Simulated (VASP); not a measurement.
OSZICAR of a VASP run on CoGa (CsCl type):

OSZICAR:
```
       N       E                     dE             d eps       ncg     rms          rms(c)
DAV:   1     0.944533031490E+02    0.94453E+02   -0.10738E+04  2696   0.257E+03
DAV:   2    -0.691912810040E+01   -0.10137E+03   -0.99272E+02  2597   0.342E+02
DAV:   3    -0.113726033941E+02   -0.44535E+01   -0.44302E+01  3003   0.783E+01
DAV:   4    -0.114394302787E+02   -0.66827E-01   -0.66818E-01  3478   0.883E+00
DAV:   5    -0.114409561935E+02   -0.15259E-02   -0.15259E-02  3128   0.115E+00    0.967E+00
DAV:   6    -0.123483404767E+02   -0.90738E+00   -0.21460E+01  2858   0.624E+01    0.109E+01
DAV:   7    -0.104939301604E+02    0.18544E+01   -0.87024E+00  2625   0.463E+01    0.188E+00
DAV:   8    -0.104744587727E+02    0.19471E-01   -0.23953E-01  3063   0.559E+00    0.620E-01
DAV:   9    -0.104688316695E+02    0.56271E-02   -0.17771E-02  3548   0.215E+00    0.125E-01
DAV:  10    -0.104685695851E+02    0.26208E-03   -0.56515E-04  3400   0.356E-01    0.630E-02
DAV:  11    -0.104685601636E+02    0.94215E-05   -0.55758E-05  3585   0.131E-01    0.112E-02
DAV:  12    -0.104685594297E+02    0.73386E-06   -0.25340E-06  2640   0.277E-02
   1 F= -.90126238E+01 E0= -.90129476E+01  d E =-.901262E+01
       N       E                     dE             d eps       ncg     rms          rms(c)
DAV:   1    -0.111845173821E+02   -0.71596E+00   -0.10356E+01  2541   0.599E+01    0.678E+00
DAV:   2    -0.110124106437E+02    0.17211E+00   -0.72373E+00  2579   0.430E+01    0.546E+00
DAV:   3    -0.104681914752E+02    0.54422E+00   -0.31171E+00  2674   0.290E+01    0.206E+00
DAV:   4    -0.103940801732E+02    0.74111E-01   -0.17449E-01  3411   0.620E+00    0.467E-01
DAV:   5    -0.103866999209E+02    0.73803E-02   -0.86702E-03  3485   0.155E+00    0.122E-01
DAV:   6    -0.103865999748E+02    0.99946E-04   -0.49948E-04  3274   0.353E-01    0.365E-02
DAV:   7    -0.103865874509E+02    0.12524E-04   -0.20183E-05  3071   0.600E-02    0.765E-03
DAV:   8    -0.103865867463E+02    0.70456E-06   -0.17339E-06  2074   0.207E-02
   2 F= -.90070080E+01 E0= -.90073793E+01  d E =0.561584E-02
       N       E                     dE             d eps       ncg     rms          rms(c)
DAV:   1    -0.106917798522E+02   -0.30519E+00   -0.33459E+00  2562   0.369E+01    0.370E+00
DAV:   2    -0.106634411720E+02    0.28339E-01   -0.24502E+00  2577   0.235E+01    0.324E+00
DAV:   3    -0.104692027211E+02    0.19424E+00   -0.10994E+00  2677   0.156E+01    0.116E+00
DAV:   4    -0.104456362139E+02    0.23567E-01   -0.49602E-02  3271   0.358E+00    0.207E-01
DAV:   5    -0.104435162204E+02    0.21200E-02   -0.28074E-03  3379   0.957E-01    0.425E-02
DAV:   6    -0.104434595111E+02    0.56709E-04   -0.10906E-04  3269   0.169E-01    0.133E-02
DAV:   7    -0.104434624809E+02   -0.29698E-05   -0.31370E-06  3068   0.211E-02    0.351E-03
DAV:   8    -0.104434627640E+02   -0.28313E-06   -0.53675E-07  1498   0.957E-03
   3 F= -.90215401E+01 E0= -.90218863E+01  d E =-.891623E-02
```

**Question.** Which electronic solver shows in the log?

**Answer.** It is blocked Davidson (ALGO = Normal, or the opening steps of other solvers). The INCAR had ALGO = Normal.

**Question.** How was spin treated?

**Answer.** Without spin polarisation: there is no mag entry.

**Question.** Can the final energy be trusted as converged?

**Answer.** The run converged. It stopped with EDIFF = 1E-6, NELM = 100, NSW = 40 and EDIFFG = -0.02 after 3 ionic steps (PBE GGA, plane waves, VASP's PBE PAW potentials (set 64)). Energy and stress use the plane-wave basis of the starting cell.

The compound is CoGa in the CsCl type structure. This run relaxes it under an external pressure of 10 GPa. Symmetry was kept, so distortions that lower it aren't found. The run is not spin-polarised, so no magnetic state was tried.
